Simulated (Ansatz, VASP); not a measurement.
# Te2Mo in two plane-wave programs, part 2 of 2

Wanted: the spread between two codes on one cell, functional and k mesh. The cell is taken from a series of runs on this material, whose earlier steps may have relaxed, scaled, displaced or heated it; both programs get it as it stands.

VASP 6.6.1 and Ansatz 0.2.0.

So far. Step 2 (VASP: single point, HSE06): The run ends at a pressure of -1.90 GPa, with forces up to 0.55 eV/Å.

## 3. Ansatz: single point, HSE06

Level of this step: Ansatz beside VASP: Kohn-Sham DFT, plane waves, HSE06 (Ansatz).

Ansatz runs on its PAW soft_1 files.

The same cell, functional and mesh now go to Ansatz, which takes its cutoff from its data sets.

The input, input.yaml:

```yaml
crystal:
  lattice:
    - [3.5182, 0.0, 0.0]
    - [-1.7591, 3.0468505756, 0.0]
    - [0.0, 0.0, 13.9736]
  atoms:
    - { symbol: Te, position: [0.3333333333, 0.6666666667, 0.6200748717] }
    - { symbol: Te, position: [0.6666666667, 0.3333333333, 0.1200748717] }
    - { symbol: Te, position: [0.3333333333, 0.6666666667, 0.8799251283] }
    - { symbol: Te, position: [0.6666666667, 0.3333333333, 0.3799251283] }
    - { symbol: Mo, position: [0.3333333333, 0.6666666667, 0.25] }
    - { symbol: Mo, position: [0.6666666667, 0.3333333333, 0.75] }
kpoints:
  mp_grid: { grid: [6, 6, 2] }
  band_path:
    path:
      - [0.0, 0.0, 0.0]
      - [0.5, 0.0, 0.0]
      - [0.33333333, 0.33333333, 0.0]
      - [0.0, 0.0, 0.5]
      - [0.5, 0.0, 0.5]
      - [0.33333333, 0.33333333, 0.5]
      - [0.199999998, 0.199999998, 0.0]
    npoints: 1
hamiltonian:
  xc: hse06
  pseudopotentials: { kind: paw, azcp: { folder: soft_1 } }
scf:
  occupations: { method: fixed }
  n_extra_bands: 6
output:
  eigenvalues: true
  write_density: true
  write_potential: true
  elf: true
  volumetric_format: npy
```

On the command line:

```console
ansatz run input.yaml --threads 4 --pin off --max-ram 138240MiB --backend cuda --events-out ev --progress --plain --runs-dir out --devices 1 --max-vram 26GiB
```

Numbers of over 12 decimals in the logs are rounded to 6 here.

The program printed:

```text
scf.n_extra_bands = 6 over 46 filled bands (N_el = 92.0): the run solves 52 bands
GPUs: using 1 of 1 available (devices: 1).
Engine: ansatz 0.2.0, x86_64-unknown-linux-gnu
Pseudopotentials: kind: paw
Pseudopotential: Te, paw, valence charge 16, recommended cutoff 420 eV (normal), soft_1/Te.paw.azcp
Pseudopotential: Mo, paw, valence charge 14, recommended cutoff 420 eV (normal), soft_1/Mo.paw.azcp
Functional definition: HSE06
  parameter a = 0.25
  parameter omega = 0.11/bohr
  exchange = pbe_x - a*pbe_x_sr(omega) + a*exact_x_sr(omega)
  correlation = pbe_c
davidson cushion auto → on  (no smearing: the cushion is to keep the highest requested band from converging to the state above it; pin scf.eigensolver.cushion to override)
device memory: the entry about to start is reckoned to put 3.2 GiB on a device that reports 63.9 GiB free (of which the cap on the GPU budget leaves the run 26.0 GiB)
GPU FFT provider: cuFFT
GPU libraries: cuBLAS 13.8.2, cuFFT 12.4.0, cuSOLVER 12.3.4
Crystal: 6 atoms, lattice volume = 149.789 Å³
Basis set: ecut = 420 eV, 2909 PW (Γ)
Bands: 52, of which v1, the nominal top of the filled ones, is band 46 counted from 1 (45 counted from 0)
Symmetry: 24 space group operations
Space group: P63/mmc (ITA 194), of the structure as read, at distance tolerance 5.3e-5 Å
k-points: 14 of 72
Non-local potential: Te, projectors of the file, l = 0: 2, l = 1: 2, l = 2: 2, l = 3: 1
Non-local potential: Mo, projectors of the file, l = 0: 3, l = 1: 2, l = 2: 2, l = 3: 1
PAW form: soft (Blöchl's): semilocal exchange-correlation on the pseudo side does not see the compensation charge
PAW frozen core: Te, regenerated for the run's functional, and the local potential with it (the file was generated under x = pbe(κ = 0.804, μ = 0.219515), c = pbe(β = 0.066725))
PAW frozen core: Mo, regenerated for the run's functional, and the local potential with it (the file was generated under x = pbe(κ = 0.804, μ = 0.219515), c = pbe(β = 0.066725))
PAW one-centre angular grid: Te, 590 points (default); XC on 64 Gauss nodes
PAW one-centre angular grid: Mo, 590 points (default); XC on 64 Gauss nodes
Initial density: superposition of atomic densities (chi_scale 0.1, normalization cell, long waves kept (reshape's long-wave potential 0.01 eV rms))
Initial wavefunctions: pseudopotential atomic-orbital guess
GPU buffer pool allocated for 55296 grid points (all kernels)
GPU transforms: local potential and band sums: pruned to the plane-wave sphere, on 24×24×96
Functional: x = pbe(κ = 0.804, μ = 0.219515), c = pbe(β = 0.066725), warm-up for x = pbe(κ = 0.804, μ = 0.219515) + 0.25 (exact − pbe) at short range (hse, ω = 0.207870 Å⁻¹), c = pbe(β = 0.066725); HSE06 as pw.x's `hse` composes it (authors' and Libxc's form: `xc: wpbeh`)
SCF iter   1: F=—  HF=-37835.157245 eV  |F-HF|=—  |Δ(HF+E_count)|=         —  Δρ=5.49e-2  dr2=6.60e0  ethr=1.00e-1  ⟨swp⟩=4.1  Hψ=2004  notcnv=0
preconditioner: auto → none  [insulator: Δε(μ)=0.734 eV  Ē_g=6.868 eV  n_scr=52 (ndim 8)  ℏωp=18.2 eV  f_vac=0.007]
SCF iter   2: F=—  HF=-37837.314590 eV  |F-HF|=—  |Δ(HF+E_count)|=    2.16e0  Δρ=8.12e-2  dr2=3.32e1  ethr=7.17e-3  ⟨swp⟩=3.9  Hψ=2020  notcnv=0
SCF iter   3: F=—  HF=-37834.681016 eV  |F-HF|=—  |Δ(HF+E_count)|=    2.63e0  Δρ=3.54e-2  dr2=7.20e0  ethr=7.17e-3  ⟨swp⟩=3.9  Hψ=1885  notcnv=0
iter 4 solved again at ethr=6.50e-4 eV; its pass at ethr=7.17e-3 eV (dr2=5.98e-1 eV) is discarded
SCF iter   4: F=—  HF=-37833.917090 eV  |F-HF|=—  |Δ(HF+E_count)|=   7.64e-1  Δρ=1.34e-2  dr2=5.84e-1  ethr=6.50e-4  ⟨swp⟩=2.9  Hψ=3255  notcnv=0
SCF iter   5: F=—  HF=-37833.855872 eV  |F-HF|=—  |Δ(HF+E_count)|=   6.12e-2  Δρ=1.88e-3  dr2=5.46e-3  ethr=6.34e-4  ⟨swp⟩=3.0  Hψ=1712  notcnv=0
SCF iter   6: F=—  HF=-37833.855596 eV  |F-HF|=—  |Δ(HF+E_count)|=   2.75e-4  Δρ=4.30e-4  dr2=1.01e-4  ethr=5.94e-6  ⟨swp⟩=4.0  Hψ=2029  notcnv=0
SCF iter   7: F=—  HF=-37833.855629 eV  |F-HF|=—  |Δ(HF+E_count)|=   3.25e-5  Δρ=1.81e-4  dr2=8.77e-5  ethr=1.10e-7  ⟨swp⟩=3.9  Hψ=2351  notcnv=0
SCF iter   8: F=-37833.855617 eV  HF=-37833.855618 eV  |F-HF|=9.84e-7  |Δ(HF+E_count)|=   1.12e-5  Δρ=2.62e-5  dr2=1.18e-6  ethr=9.53e-8  ⟨swp⟩=3.0  Hψ=1726  notcnv=0
SCF 1 stopped early in 8 iterations: F = -37833.855617 eV  dr2 = 1.18e-6
  greatest PAW one-centre occupation: 0.999 electrons in one spin orbital (limit 2), on the Mo atom at site 5 (counted from 0), in its partial waves of l = 0
device memory: the entry about to start is reckoned to put 3.8 GiB (of the 3.9 GiB reckoned in all, the device holds 0.1 GiB already) on a device that reports 63.8 GiB free (of which the cap on the GPU budget leaves the run 26.0 GiB)
GPU FFT provider: cuFFT
GPU libraries: cuBLAS 13.8.2, cuFFT 12.4.0, cuSOLVER 12.3.4
Initial density: handed on by an earlier stage of this run
Initial wavefunctions: those handed on with the density
GPU buffer pool allocated for 55296 grid points (all kernels)
GPU transforms: local potential and band sums: pruned to the plane-wave sphere, on 24×24×96
Functional: x = pbe(κ = 0.804, μ = 0.219515) + 0.25 (exact − pbe) at short range (hse, ω = 0.207870 Å⁻¹), c = pbe(β = 0.066725); HSE06 as pw.x's `hse` composes it (authors' and Libxc's form: `xc: wpbeh`)
Exchange kernel: α = 0.2500, screened, ω = 0.2079 Å⁻¹, Wigner–Seitz truncation, v(0) = 1046.0996 eV·Å³, q-mesh 6×6×2, nearest image of the exchange supercell L = 21.11 Å, pair-density grid 15×15×60, without the augmentation charges, whose exchange is taken in its separable form by FFT convolution over the k-point mesh (sized by the pseudopotential files, 24×24×96 at the most), smooth part of the exact exchange by density-matrix convolution in up to 4.83 GiB of GPU memory as planned if the GPU has room (build and FFT work areas not counted)
Frozen-core exchange: fock
SCF iter   1: F=—  HF=-37855.567409 eV  |F-HF|=—  |Δ(HF+E_count)|=         —  Δρ=1.02e-2  dr2=3.49e-1  ethr=1.29e-8  ⟨swp⟩=9.0  Hψ=4612  notcnv=0
preconditioner: auto → none  [insulator: Δε(μ)=1.169 eV  Ē_g=7.531 eV  n_scr=52 (ndim 8)  ℏωp=18.2 eV  f_vac=0.015]
[...]
SCF iter   3: F=—  HF=-37855.529725 eV  |F-HF|=—  |Δ(HF+E_count)|=   1.83e-2  Δρ=1.56e-3  dr2=5.50e-3  ethr=1.29e-8  ⟨swp⟩=6.4  Hψ=3502  notcnv=0
SCF iter   4: F=—  HF=-37855.528656 eV  |F-HF|=—  |Δ(HF+E_count)|=   1.07e-3  Δρ=1.26e-4  dr2=1.22e-4  ethr=1.29e-8  ⟨swp⟩=5.9  Hψ=3256  notcnv=0
SCF iter   5: F=—  HF=-37855.529433 eV  |F-HF|=—  |Δ(HF+E_count)|=   7.76e-4  Δρ=1.51e-4  dr2=8.28e-5  ethr=1.29e-8  ⟨swp⟩=4.9  Hψ=2593  notcnv=0
SCF iter   6: F=-37855.529404 eV  HF=-37855.529417 eV  |F-HF|=1.31e-5  |Δ(HF+E_count)|=   1.63e-5  Δρ=6.00e-5  dr2=1.68e-5  ethr=1.29e-8  ⟨swp⟩=3.7  Hψ=2055  notcnv=0
SCF 2 stopped early in 6 iterations: F = -37855.529404 eV  dr2 = 1.68e-5
hybrid outer 1: dexx = +2.179e-2 eV, tail = 1.48e-4 eV
GPU FFT provider: cuFFT
GPU libraries: cuBLAS 13.8.2, cuFFT 12.4.0, cuSOLVER 12.3.4
GPU buffer pool allocated for 55296 grid points (all kernels)
GPU transforms: local potential and band sums: pruned to the plane-wave sphere, on 24×24×96
Exchange kernel: α = 0.2500, screened, ω = 0.2079 Å⁻¹, Wigner–Seitz truncation, v(0) = 1046.0996 eV·Å³, q-mesh 6×6×2, nearest image of the exchange supercell L = 21.11 Å, pair-density grid 15×15×60, without the augmentation charges, whose exchange is taken in its separable form by FFT convolution over the k-point mesh (sized by the pseudopotential files, 24×24×96 at the most), smooth part of the exact exchange by density-matrix convolution in up to 4.83 GiB of GPU memory as planned if the GPU has room (build and FFT work areas not counted)
Frozen-core exchange: fock
SCF iter   1: F=—  HF=-37855.529034 eV  |F-HF|=—  |Δ(HF+E_count)|=         —  Δρ=5.76e-5  dr2=6.62e-6  ethr=8.07e-7  ⟨swp⟩=2.6  Hψ=1625  notcnv=0
preconditioner: auto → none  [insulator: Δε(μ)=1.221 eV  Ē_g=7.443 eV  n_scr=52 (ndim 8)  ℏωp=18.2 eV  f_vac=0.017]
SCF iter   2: F=—  HF=-37855.529041 eV  |F-HF|=—  |Δ(HF+E_count)|=   7.00e-6  Δρ=7.50e-5  dr2=1.95e-5  ethr=6.23e-9  ⟨swp⟩=4.1  Hψ=2380  notcnv=0
SCF iter   3: F=—  HF=-37855.529038 eV  |F-HF|=—  |Δ(HF+E_count)|=   2.88e-6  Δρ=2.45e-5  dr2=2.52e-6  ethr=6.23e-9  ⟨swp⟩=3.0  Hψ=1786  notcnv=0
iter 4 solved again at ethr=1.62e-10 eV; its pass at ethr=2.39e-9 eV (dr2=1.49e-7 eV) is discarded
SCF iter   4: F=—  HF=-37855.529038 eV  |F-HF|=—  |Δ(HF+E_count)|=   2.73e-7  Δρ=6.73e-6  dr2=1.94e-7  ethr=1.62e-10  ⟨swp⟩=2.6  Hψ=3385  notcnv=0
SCF iter   5: F=-37855.529038 eV  HF=-37855.529038 eV  |F-HF|=5.10e-9  |Δ(HF+E_count)|=   2.52e-8  Δρ=1.18e-6  dr2=3.87e-8  ethr=1.62e-10  ⟨swp⟩=3.0  Hψ=1705  notcnv=0
SCF 3 converged in 5 iterations: F = -37855.529038 eV  dr2 = 3.87e-8
hybrid outer 2: dexx = +5.022e-6 eV, tail = 1.54e-7 eV, Δε = 1.31e-3 eV (about 5.87e-5 eV left of the loop's levels)
device memory: the entry about to start is reckoned to put 1.0 GiB on a device that reports 63.8 GiB free (of which the cap on the GPU budget leaves the run 26.0 GiB)
NSCF: frozen V_eff on 7 k-points
hybrid SCF converged: 2 outer / 11 inner (+8 warm-up), last move |dexx| = 5.02e-6 eV, tail = 1.54e-7 eV
Stability not checked: this state was not tested for a lower state beside it, because the functional holds exact exchange (a hybrid, or Hartree-Fock), whose exchange loop this test does not read (fock_operator; see scf.lower_state_search)
Free energy (F): -37855.529038 eV
Frozen-core exchange: fock
Harris-Foulkes:  -37855.529038 eV  (|F-HF|=5.10e-9)
Internal energy: -37855.529038 eV  (E = F + TS)
E sigma→0 (E₀):  -37855.529038 eV
Fermi energy:    12.136394 eV
--- Per-component energies (eV) ---
  E_band       = -1340.941117
  E_kinetic    = 1531.637354
  E_local      = -8737.873917  (includes V_loc(G=0)·N_el)
  E_nonlocal   = 553.899451
  E_hartree    = 4127.365543
  E_xc         = -677.177779
  E_vxc        = -677.441660  (∫ρ·V_xc dr)
  E_exx        = -264.633868  (= α·E_x^exact, valence–valence)
  E_paw        = -25032.989534  (= ΣΔE_a)
  E_vpaw       = -1736.622074  (= ΣTr[D̂ρ^β])
  E_aug_tail   = 0.000465  (compensation charges beyond the density's cutoff)
  E_ewald      = -9354.155460
  E_core_change = -1.601293  (= ΣΔE_core)
  E_smearing   = -0.000000  (= −TS)
  E_closure    = -0.000000  (closes the sum)
  Σ components = -37855.529038   (vs F -37855.529038, Δ=0.00e0)
--- Band table (eV; the first three rows and the last of 14) ---
  k-point 0: bands = [... 42 lower, 11.0393, 11.0393, 11.6954, 12.1364, 15.6245, 15.6245, 15.7777, 15.7777, ... 2 higher]
  k-point 1: bands = [... 42 lower, 11.0171, 11.0171, 12.0246, 12.0246, 15.6647, 15.6647, 15.6647, 15.6647, ... 2 higher]
  k-point 2: bands = [... 42 lower, 10.7512, 11.0180, 11.6353, 11.7384, 14.4546, 14.7562, 14.7634, 15.0357, ... 2 higher]
  k-point 13: bands = [... 42 lower, 9.8280, 9.8280, 11.9540, 11.9540, 13.5907, 13.5907, 14.2277, 14.2277, ... 2 higher]
```

## 4. Comparison

Known differences besides the potentials themselves: exact exchange at q = 0 is treated differently, which shows on coarse meshes; VASP keeps PBE cores, Ansatz makes them for the functional; fixed occupations in Ansatz, narrow Gaussian smearing in VASP; the data sets hold 92 valence electrons in Ansatz (on its PAW soft_1 files) and 52 in VASP; the cutoff is 420 eV in Ansatz and 400 eV in VASP; VASP takes a coarser grid for exact exchange (PRECFOCK = Fast). Total energies have different zeros and are not compared.

The two programs side by side:

```csv
quantity,Ansatz,VASP,difference
gap on the k mesh (eV),1.222,1.214,+0.008
```

A gap on the mesh is an upper bound, since the band edges may lie between its points.

## 5. Outcome

```json
{
  "difference in gap on the k mesh (single point, HSE06)": "0.0076 eV"
}
```

**Reading.** The difference in gap on the k mesh is 0.0076 eV (single point, HSE06), within the 0.08 eV picked in this series as the mark of a large difference. The data sets hold unlike numbers of valence electrons (92 in Ansatz and 52 in VASP), so part of the differences comes from the potentials. Such differences can come from data sets, numerical settings and the points named under the comparisons, not from the functional's error against experiment.

[Lines on the potential files, build, host, timing and source positions are cut from VASP's logs without a mark.]

[Logs are printed without paths, hosts, clocks, repeated set-up lines and the standing remarks that a program may print on its own settings, such as how far it seeks lower states.]

[Hosts, paths, dates, database ids (printed as entryN), source tags and the programs' standing remarks are cut or masked in the printed files.]
